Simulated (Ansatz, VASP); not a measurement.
# Cross-check of GaH2N (H-GaN-H chair monolayer) between VASP and Ansatz, part 2 of 2

Aim: how closely do two programs agree when they are given the same cell, functional and k mesh? The structure shown is the start of the Ansatz relaxation below; VASP solves that cell, so the two are compared at the walk's first step.

VASP 6.6.1 and Ansatz 0.2.0.

So far: The starting structure; Ansatz: relaxation, PBE with D3(BJ).

### Step 3. VASP: single point, PBE with D3(BJ), start cell

Level of this step: PBE with D3(BJ); plane waves and PAW (H, N, Ga_d) (VASP).

The same cell, functional, mesh and smearing now go to VASP, with its own data sets.

Lines of VASP's logs that name or quote its potential files are left out, and so is its time.

Input file INCAR:

```
SYSTEM = GaH2N
PREC = Accurate
ENCUT = 520
EDIFF = 1E-06
NELM = 120
ISMEAR = -1
SIGMA = 0.05
LREAL = .FALSE.
ALGO = Normal
GGA = PE
IVDW = 12
NBANDS = 16
LORBIT = 11
LWAVE = .FALSE.
LCHARG = .FALSE.
ISIF = 2
LDIPOL = .TRUE.
IDIPOL = 3
DIPOL = 0.5 0.5 0.497
LVHAR = .TRUE.
LASPH = .TRUE.
GGA_COMPAT = .FALSE.
EFERMI = MIDGAP
NELMDL = -8
```

Input file POSCAR:

```
GaH2N
1.0
    3.1845000000      0.0000000000      0.0000000000
   -1.5922500000      2.7578580000      0.0000000000
    0.0000000000      0.0000000000     37.3933330000
H N Ga
2 1 1
Direct
    0.6666666667      0.3333333333      0.4573007707
    0.3333333333      0.6666666667      0.5426992293
    0.6666666667      0.3333333333      0.4845783605
    0.3333333333      0.6666666667      0.5017828446
```

Input file KPOINTS:

```
Automatic mesh
0
Gamma
12 12 1
0 0 0
```

Potentials, in the order of the species: H, N and Ga_d (PBE family, release 64).

The run is started by

```
$ mpirun -np 1 vasp_std
```

Numbers of over 12 decimals in the logs are rounded to 6 here.

The log of the run:

```text
[banner, memory and clock lines left out]
running    1 mpi-ranks, on    1 nodes
 distrk:  each k-point on    1 cores,    1 groups
 distr:  one band on    1 cores,    1 groups

 POSCAR found type information on POSCAR H N Ga
 POSCAR found :  3 types and       4 ions
 LDA part: xc-table for (Slater+PW92), standard interpolation
 POSCAR, INCAR and KPOINTS ok, starting setup
 FFT: planning ... GRIDC
 FFT: planning ... GRID_SOFT
 FFT: planning ... GRID
 WAVECAR not read
 entering main loop
       N       E                     dE             d eps       ncg     rms          rms(c)
DAV:   1     0.117056546037E+03    0.11706E+03   -0.83121E+03   728   0.932E+02
DAV:   2    -0.356876480945E+00   -0.11741E+03   -0.10703E+03   760   0.197E+02
DAV:   3    -0.209080303430E+02   -0.20551E+02   -0.20399E+02   792   0.840E+01
DAV:   4    -0.216974414608E+02   -0.78941E+00   -0.78840E+00   864   0.214E+01
DAV:   5    -0.217057916697E+02   -0.83502E-02   -0.83498E-02   832   0.200E+00
DAV:   6    -0.217059304130E+02   -0.13874E-03   -0.13873E-03   920   0.263E-01
DAV:   7    -0.217059320509E+02   -0.16379E-05   -0.16379E-05   864   0.256E-02
DAV:   8    -0.217059320885E+02   -0.37551E-07   -0.37558E-07   704   0.429E-03    0.900E+00
DAV:   9    -0.190786533277E+02    0.26273E+01   -0.80553E+00  1000   0.362E+01    0.345E+00
DAV:  10    -0.189675801434E+02    0.11107E+00   -0.10517E+00   832   0.765E+00    0.248E+00
DAV:  11    -0.188581230135E+02    0.10946E+00   -0.37929E-01   920   0.668E+00    0.660E-01
DAV:  12    -0.188380802408E+02    0.20043E-01   -0.10634E-01   984   0.411E+00    0.279E-01
DAV:  13    -0.188322256935E+02    0.58545E-02   -0.97683E-03   864   0.968E-01    0.128E-01
DAV:  14    -0.188279784537E+02    0.42472E-02   -0.23051E-03   856   0.331E-01    0.761E-02
[...]
DAV:  20    -0.188283457093E+02   -0.94254E-04   -0.12701E-05   672   0.226E-02    0.820E-03
DAV:  21    -0.188285062712E+02   -0.16056E-03   -0.27053E-05   640   0.222E-02    0.206E-03
DAV:  22    -0.188285499837E+02   -0.43712E-04   -0.32220E-06   688   0.101E-02    0.216E-03
DAV:  23    -0.188285772940E+02   -0.27310E-04   -0.10212E-06   568   0.547E-03    0.155E-03
DAV:  24    -0.188285916823E+02   -0.14388E-04   -0.11010E-06   576   0.850E-03    0.154E-03
DAV:  25    -0.188285952500E+02   -0.35677E-05   -0.19423E-07   536   0.335E-03    0.752E-04
DAV:  26    -0.188285983299E+02   -0.30799E-05   -0.21671E-07   528   0.318E-03    0.705E-04
DAV:  27    -0.188285989116E+02   -0.58174E-06   -0.44587E-08   576   0.198E-03
   1 F= -.19127674E+02 E0= -.19127674E+02  d E =-.112834E-13
```

From OUTCAR (step 3):

```text
ion  position               nearest neighbor table
   1  0.667  0.333  0.457-   3 1.02
   2  0.333  0.667  0.543-   4 1.53
   3  0.667  0.333  0.485-   1 1.02   4 1.95   4 1.95   4 1.95
   4  0.333  0.667  0.502-   2 1.53   3 1.95   3 1.95   3 1.95

  LATTYP: Found a hexagonal cell.
 ALAT       =     3.1845000000
 C/A-ratio  =    11.7422932957

 Subroutine GETGRP returns: Found  6 space group operations
 (whereof  6 operations were pure point group operations)

The static configuration has the point symmetry C_3v.

 Found     19 irreducible k-points:

   k-points           NKPTS =     19   k-points in BZ     NKDIM =     19   number of bands    NBANDS=     16

   dimension x,y,z NGX =    24 NGY =   24 NGZ =  280
   dimension x,y,z NGXF=    48 NGYF=   48 NGZF=  560

   ENCUT  =  520.0 eV  38.22 Ry    6.18 a.u.   5.92  5.92 69.53*2*pi/ulx,y,z

   NELECT =      20.0000    total number of electrons

 k-points in reciprocal lattice and weights: Automatic mesh
   0.00000000  0.00000000  0.00000000       0.007
   0.08333333  0.00000000  0.00000000       0.042
   0.16666667  0.00000000  0.00000000       0.042
   0.25000000 -0.00000000  0.00000000       0.042
   0.33333333  0.00000000  0.00000000       0.042
   0.41666667  0.00000000  0.00000000       0.042
   0.50000000 -0.00000000  0.00000000       0.021
   0.08333333  0.08333333  0.00000000       0.042
   0.16666667  0.08333333  0.00000000       0.083
[...]
0.33333333  0.25000000  0.00000000       0.083
   0.33333333  0.33333333  0.00000000       0.014

 dipolmoment           0.000000      0.000000      0.189345 electrons x Angstroem

 average (electrostatic) potential at core
       1 -43.1981       2 -38.4469       3 -72.3433       4 -72.9351

 E-fermi :  -3.7480

 k-point     1 :       0.0000    0.0000    0.0000
  band No.  band energies     occupation
    ...
      6     -17.2714      2.00000
      7     -11.7530      2.00000
      8      -6.4204      2.00000
      9      -5.2606      2.00000
     10      -5.2606      2.00000
     11      -2.2353      0.00000
     12      -1.0772      0.00000
     13      -0.7367      0.00000
     14      -0.3178      0.00000
     15       0.2970      0.00000
    ...

 k-point     2 :       0.0833    0.0000    0.0000
  band No.  band energies     occupation
    ...
      6     -17.2673      2.00000
      7     -11.6944      2.00000
      8      -6.4421      2.00000
      9      -5.6519      2.00000
     10      -5.3610      2.00000
     11      -2.0283      0.00000
     12      -0.9295      0.00000
     13      -0.5476      0.00000
     14      -0.1146      0.00000
     15       0.4755      0.00000
    ...

 k-point     3 :       0.1667    0.0000    0.0000
  band No.  band energies     occupation
    ...
      6     -17.2410      2.00000
      7     -11.5298      2.00000
      8      -6.9705      2.00000
      9      -6.0031      2.00000
     10      -5.6240      2.00000
     11      -1.5837      0.00000
     12      -0.5093      0.00000
     13      -0.0864      0.00000
     14       0.4084      0.00000
     15       0.9944      0.00000
    ...

 Edisp (eV)   -0.29908

  Total       1.15812     1.15812     1.60041     0.00000     0.00000     0.00000
  in kB       5.65012     5.65012     7.80790     0.00000     0.00000     0.00000
  external pressure =        6.37 kB  Pullay stress =        0.00 kB

  energy-cutoff  :      520.00
  volume of cell :      328.40
      direct lattice vectors                 reciprocal lattice vectors
     3.184500000  0.000000000  0.000000000     0.314021039  0.181300125  0.000000000
    -1.592250000  2.757858000  0.000000000     0.000000000  0.362600250  0.000000000
     0.000000000  0.000000000 37.393333000     0.000000000  0.000000000  0.026742735

 POSITION                                       TOTAL-FORCE (eV/Angst)
 -----------------------------------------------------------------------------------
      1.59225      0.91929     17.10000         0.000000      0.000000     -0.333522
     -0.00000      1.83857     20.29333         0.000000      0.000000      0.284868
      1.59225      0.91929     18.12000        -0.000000     -0.000000     -0.986500
     -0.00000      1.83857     18.76333         0.000000     -0.000000      1.035154
 -----------------------------------------------------------------------------------
    total drift:                                0.000001     -0.000001      0.000117

  FREE ENERGIE OF THE ION-ELECTRON SYSTEM (eV)
  ---------------------------------------------------
  free  energy   TOTEN  =       -19.1276740892 eV

  energy  without entropy=      -19.1276740892  energy(sigma->0) =      -19.12767409

 vacuum level on the upper side and lower side of the slab         2.777        -1.124

 total charge
# of ion       s       p       d       tot
------------------------------------------
    1        0.648   0.085   0.000   0.733
    2        0.549   0.011   0.000   0.560
    3        1.227   2.613   0.000   3.840
    4        0.831   0.957  10.129  11.917
--------------------------------------------------
tot          3.256   3.665  10.129  17.050

[... 3 further parts left out ...]
```

### Step 4. Comparison

Known differences besides the potentials themselves: Ansatz cuts the interaction across the vacuum, VASP repeats the sheet with a dipole correction; the cutoff is 420 eV in Ansatz and 520 eV in VASP. Total energies have different zeros and are not compared.

Forces (eV/Å; atoms numbered as in POSCAR):

```csv
atom,"Ansatz x, y, z","VASP x, y, z"
H1,"0.000, 0.000, -0.316","0.000, 0.000, -0.334"
H2,"0.000, 0.000, 0.320","0.000, 0.000, 0.285"
N3,"0.000, 0.000, -0.965","0.000, 0.000, -0.987"
Ga4,"0.000, 0.000, 0.961","0.000, 0.000, 1.035"
```

The forces differ by 25 meV/Å r.m.s., which is 5.8 % of the r.m.s. force of 0.432 eV/Å (both taken over all components). With vacuum in the cell, a pressure given here is an average over mostly empty space and none of the material.

### Step 5. Results

```yaml
r_m_s_force_difference_single_point_pbe_with_d3_bj_start_cell: 5.8 % of the r.m.s. force
```

The r.m.s. force difference is 5.8 % of the r.m.s. force (single point, PBE with D3(BJ), start cell), beyond the 3 % picked in this series as the mark of a large difference. What causes the difference of the single point, PBE with D3(BJ), start cell pair stays open here. 1 further run of this series is not shown here. How closely two codes agree says nothing of how well the functional describes the real material.

[Lines on the potential files, build, host, timing and source positions are cut from VASP's logs without a mark.]

[Logs are printed without paths, hosts, clocks, repeated set-up lines and the standing remarks that a program may print on its own settings, such as how far it seeks lower states.]

[Hosts, paths, dates, database ids (printed as entryN), source tags and the programs' standing remarks are cut or masked in the printed files.]
